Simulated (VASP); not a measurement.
Computed with HSE06 screened hybrid, VASP's PBE PAW potentials (set 64) (plane waves; VASP).

The input files of a VASP run:

### KPOINTS
```
Automatic mesh
0
Gamma
1 1 1
0 0 0
```

**INCAR**
```
! general
SYSTEM    =  Al32As31Se
PREC      =  Normal
ENCUT     =  400   ! plane-wave cut-off (eV)
LREAL     =  Auto
LASPH     =  .TRUE.   ! aspherical one-centre terms
ISYM      =  0

! electronic loop
EDIFF     =  1E-5   ! SCF stop (eV)
NELM      =  50   ! most electronic steps
NELMIN    =  4
ALGO      =  Normal   ! blocked Davidson
LMAXMIX   =  4

! smearing
ISMEAR    =  0   ! Gaussian
SIGMA     =  0.05   ! width (eV)

! functional
GGA       =  PE   ! PBE
LHFCALC   =  .TRUE.
AEXX      =  0.25
HFSCREEN  =  0.2   ! 1/Angstrom
PRECFOCK  =  Fast

! spin
ISPIN     =  2
MAGMOM    =  64*0.0156
NUPDOWN   =  1

! ions
ISIF      =  0

! output
LWAVE     =  .FALSE.
LCHARG    =  .FALSE.
LORBIT    =  10
```

### POSCAR
```
Al32As31Se
1
   11.4648462108     0.0000000000     0.0000000000
    0.0000000000    11.4648462108     0.0000000000
    0.0000000000     0.0000000000    11.4648462108
Al As Se
32 31 1
Direct
  0.4991130553   0.0003544506   0.0006898653
  0.7503573636   0.2493972822   0.9999490252
  0.7504714217   0.9996778631   0.2495930461
  0.9995371599   0.0004399953   0.0005030564
  0.2505489548   0.2491440128   0.0007341994
  0.4994031483   0.5003012325   0.9999976379
  0.7508863128   0.7495643486   0.0005838402
  0.2502556389   0.0002141496   0.2491192249
  0.4943111213   0.2440142297   0.2452049489
  0.7556128207   0.5055797500   0.2445689326
  0.4995301900   0.9994259814   0.5006805970
  0.7565554206   0.2435258088   0.5069499974
  0.7509368830   0.0002069064   0.7498966297
  0.9995878223   0.5008911611   0.0006182755
  0.2504270291   0.7494963943   0.0005196841
  0.0003032070   0.2494401834   0.2496220702
  0.2497962768   0.5004237502   0.2495421317
  0.4994509014   0.7501693938   0.2496787988
  0.9996395925   0.0002097794   0.5009733475
  0.2493778029   0.2494329696   0.5006071053
  0.4936144924   0.5060321393   0.5069506630
  0.7505099337   0.7503643660   0.5005731510
  0.2504565638   0.0004126968   0.7496352855
  0.4995239037   0.2493382002   0.7506998398
  0.7505045014   0.5005137952   0.7506567696
  0.9996483702   0.7495617662   0.2491241434
  0.0004540948   0.5005521224   0.5005518683
  0.2503827247   0.7495619004   0.5009443386
  0.9997336399   0.2490613862   0.7500412592
  0.2501638062   0.5009660795   0.7499682674
  0.4990459999   0.7496260292   0.7500019462
  0.9995453216   0.7495431613   0.7495705389
  0.6256768535   0.1249006351   0.1251903681
  0.8750585189   0.3740931489   0.1249933914
  0.8752225959   0.1247441578   0.3743185721
  0.1250800558   0.1249724026   0.1250707683
  0.3750847588   0.3755104379   0.1253233137
  0.6241207762   0.6250444436   0.1249935419
  0.8750195060   0.8748866789   0.1250754442
  0.3745947093   0.1245132774   0.3762646369
  0.8751619863   0.6251484570   0.3759348462
  0.6240764273   0.1246106151   0.6255098081
  0.8754500211   0.3760261204   0.6255639136
  0.8748993612   0.1249645042   0.8750929412
  0.1249342797   0.6249307649   0.1250934134
  0.3750059598   0.8749930393   0.1251135142
  0.1249812614   0.3750188133   0.3749843557
  0.3748617796   0.6250196578   0.3744334868
  0.6250114855   0.8749053969   0.3750305163
  0.1247619310   0.1248655087   0.6251847397
  0.3744636754   0.3738273346   0.6256958908
  0.6259422030   0.6252834223   0.6255385529
  0.8749632935   0.8750644288   0.6250975395
  0.3749435421   0.1248713073   0.8753790955
  0.6249791269   0.3749715061   0.8752278533
  0.8750925747   0.6250534170   0.8753216230
  0.1249787023   0.8748907930   0.3751124815
  0.1251507901   0.6250221862   0.6251102275
  0.3749502784   0.8747381161   0.6251858461
  0.1250328523   0.3749866392   0.8753708171
  0.3750038996   0.6248746029   0.8751181358
  0.6249949549   0.8749817590   0.8752902318
  0.1249864451   0.8749691103   0.8750614337
  0.6250469189   0.3750320314   0.3758222142
```

POTCAR, in this order: Al As Se (PBE.64 set). Program: vasp_gam. Read from the step before: WAVECAR.

The resulting files:

OSZICAR:
```
       N       E                     dE             d eps       ncg     rms          rms(c)
DAV:   1    -0.347042388280E+03   -0.34704E+03   -0.22146E+01   740   0.993E+00    0.432E+01
DAV:   2    -0.347215970445E+03   -0.17358E+00   -0.74425E-01   773   0.193E+00    0.338E+01
DAV:   3    -0.347187004051E+03    0.28966E-01   -0.20184E-02   736   0.305E-01    0.211E+01
DAV:   4    -0.347175193192E+03    0.11811E-01   -0.45421E-03   704   0.128E-01    0.126E+01
DAV:   5    -0.347171229036E+03    0.39642E-02   -0.14747E-03   703   0.699E-02    0.742E+00
DAV:   6    -0.347169873663E+03    0.13554E-02   -0.40699E-04   702   0.383E-02    0.434E+00
DAV:   7    -0.347169420890E+03    0.45277E-03   -0.13313E-04   726   0.229E-02    0.250E+00
DAV:   8    -0.347169281728E+03    0.13916E-03   -0.44739E-05   558   0.138E-02    0.144E+00
DAV:   9    -0.347169244240E+03    0.37488E-04   -0.16431E-05   398   0.953E-03    0.835E-01
DAV:  10    -0.347169240107E+03    0.41329E-05   -0.84639E-06   374   0.704E-03
   1 F= -.34716924E+03 E0= -.34716924E+03  d E =-.558595E-10  mag=     1.0000
```

### OUTCAR
```
------------------------ aborting loop because EDIFF is reached ----------------------------------------
  volume of cell :     1506.97
      direct lattice vectors                 reciprocal lattice vectors
    11.464846211  0.000000000  0.000000000     0.087223150  0.000000000  0.000000000
     0.000000000 11.464846211  0.000000000     0.000000000  0.087223150  0.000000000
     0.000000000  0.000000000 11.464846211     0.000000000  0.000000000  0.087223150
  FREE ENERGIE OF THE ION-ELECTRON SYSTEM (eV)
  ---------------------------------------------------
  free  energy   TOTEN  =      -347.1692401067 eV

  energy  without entropy=     -347.1692401067  energy(sigma->0) =     -347.16924011

  exchange ACFDT corr.  =         0.00000000  see jH, gK, PRB 81, 115126

 total charge

# of ion       s       p       d       tot
------------------------------------------
    1        0.446   0.372   0.000   0.818
    2        0.447   0.373   0.000   0.820
    3        0.447   0.373   0.000   0.820
    4        0.446   0.372   0.000   0.818
    5        0.446   0.372   0.000   0.818
    6        0.447   0.373   0.000   0.820
    7        0.446   0.372   0.000   0.818
    8        0.446   0.372   0.000   0.818
    9        0.451   0.360   0.000   0.811
   10        0.451   0.360   0.000   0.811
   11        0.447   0.373   0.000   0.820
   12        0.451   0.360   0.000   0.811
   13        0.446   0.372   0.000   0.818
   14        0.446   0.372   0.000   0.818
   15        0.446   0.372   0.000   0.818
   16        0.447   0.373   0.000   0.820
   17        0.447   0.373   0.000   0.820
   18        0.447   0.373   0.000   0.820
   19        0.446   0.372   0.000   0.818
   20        0.447   0.373   0.000   0.820
   21        0.451   0.360   0.000   0.811
   22        0.447   0.373   0.000   0.820
   23        0.446   0.372   0.000   0.818
   24        0.447   0.373   0.000   0.820
   25        0.447   0.373   0.000   0.820
   26        0.446   0.372   0.000   0.818
   27        0.447   0.373   0.000   0.820
   28        0.446   0.372   0.000   0.818
   29        0.446   0.372   0.000   0.818
   30        0.446   0.372   0.000   0.818
   31        0.446   0.372   0.000   0.818
   32        0.446   0.372   0.000   0.818
   33        1.199   1.715   0.025   2.939
   34        1.199   1.715   0.025   2.938
   35        1.199   1.715   0.025   2.939
   36        1.198   1.716   0.024   2.938
   37        1.199   1.715   0.025   2.939
   38        1.199   1.715   0.025   2.938
   39        1.198   1.716   0.024   2.938
   40        1.199   1.715   0.025   2.939
   41        1.199   1.715   0.025   2.938
   42        1.199   1.716   0.025   2.939
   43        1.199   1.715   0.025   2.939
   44        1.198   1.716   0.024   2.939
   45        1.198   1.716   0.024   2.939
   46        1.198   1.716   0.024   2.938
   47        1.200   1.711   0.023   2.934
   48        1.199   1.715   0.025   2.939
   49        1.200   1.711   0.023   2.934
   50        1.198   1.716   0.024   2.938
   51        1.199   1.715   0.025   2.939
   52        1.199   1.715   0.025   2.939
   53        1.198   1.716   0.024   2.939
   54        1.198   1.716   0.024   2.938
   55        1.200   1.711   0.023   2.934
   56        1.198   1.716   0.024   2.938
   57        1.205   1.701   0.022   2.929
   58        1.198   1.716   0.024   2.939
   59        1.198   1.716   0.024   2.938
   60        1.205   1.701   0.022   2.929
   61        1.198   1.716   0.024   2.939
   62        1.205   1.701   0.022   2.929
   63        1.201   1.707   0.023   2.930
   64        1.453   2.469   0.021   3.942
--------------------------------------------------
tot         52.935  67.446   0.767 121.147

 magnetization (x)

# of ion       s       p       d       tot
------------------------------------------
    1        0.000   0.002   0.000   0.002
    2        0.000   0.002   0.000   0.002
    3        0.000   0.002   0.000   0.002
    4       -0.000   0.002   0.000   0.002
    5        0.000   0.002   0.000   0.002
    6        0.000   0.002   0.000   0.002
    7        0.000   0.002   0.000   0.002
    8        0.000   0.002   0.000   0.002
    9        0.001   0.007   0.000   0.008
   10        0.001   0.007   0.000   0.008
   11        0.000   0.002   0.000   0.002
   12        0.001   0.007   0.000   0.008
   13        0.000   0.002   0.000   0.002
   14        0.000   0.002   0.000   0.002
   15       -0.000   0.002   0.000   0.002
   16        0.000   0.002   0.000   0.002
   17        0.000   0.002   0.000   0.002
   18        0.000   0.002   0.000   0.002
   19        0.000   0.002   0.000   0.002
   20        0.000   0.002   0.000   0.002
   21        0.001   0.007   0.000   0.008
...
```
(Selected blocks of OUTCAR.)

**OUTCAR**
```
 val. band max:        4.8591379378   @ k =   0.0000   0.0000   0.0000

 cond. band min:       5.2327621616   @ k =   0.0000   0.0000   0.0000


 Fermi energy:         5.0824516326

 spin component 1

 k-point     1 :       0.0000    0.0000    0.0000
  band No.  band energies     occupation
      1     -11.3784      1.00000
      2      -9.6658      1.00000
      3      -8.9353      1.00000
      4      -8.9347      1.00000
      5      -8.9337      1.00000
      6      -8.8761      1.00000
      7      -8.8759      1.00000
      8      -8.7162      1.00000
      9      -8.3543      1.00000
     10      -8.3536      1.00000
     11      -8.3532      1.00000
     12      -8.3229      1.00000
     13      -8.3226      1.00000
     14      -8.3219      1.00000
     15      -8.3212      1.00000
     16      -8.3205      1.00000
     17      -8.3201      1.00000
     18      -8.2284      1.00000
     19      -8.2283      1.00000
     20      -8.2170      1.00000
     21      -8.2163      1.00000
     22      -8.2162      1.00000
     23      -8.1352      1.00000
     24      -7.8196      1.00000
     25      -7.6587      1.00000
     26      -7.6584      1.00000
     27      -7.6125      1.00000
     28      -7.6117      1.00000
     29      -7.6109      1.00000
     30      -7.5533      1.00000
     31      -7.5531      1.00000
     32      -7.5363      1.00000
     33      -2.9528      1.00000
     34      -2.9124      1.00000
     35      -2.9091      1.00000
     36      -2.9057      1.00000
     37      -2.7573      1.00000
     38      -2.7569      1.00000
     39      -2.7562      1.00000
     40      -2.4367      1.00000
     41      -2.4363      1.00000
     42      -2.4354      1.00000
     43      -2.3576      1.00000
     44      -2.3571      1.00000
     45      -2.3568      1.00000
     46      -1.8999      1.00000
     47      -1.8645      1.00000
     48      -1.8632      1.00000
     49      -1.8615      1.00000
...
```

The supercell is sampled at Γ alone, which is coarse: total energies, pressure and levels can be off, energies of defects by several tenths of an eV.

The cell is a supercell with a defect, built from AlAs (zinc blende): Se_As. The cell's shape comes from a PBE relaxation.
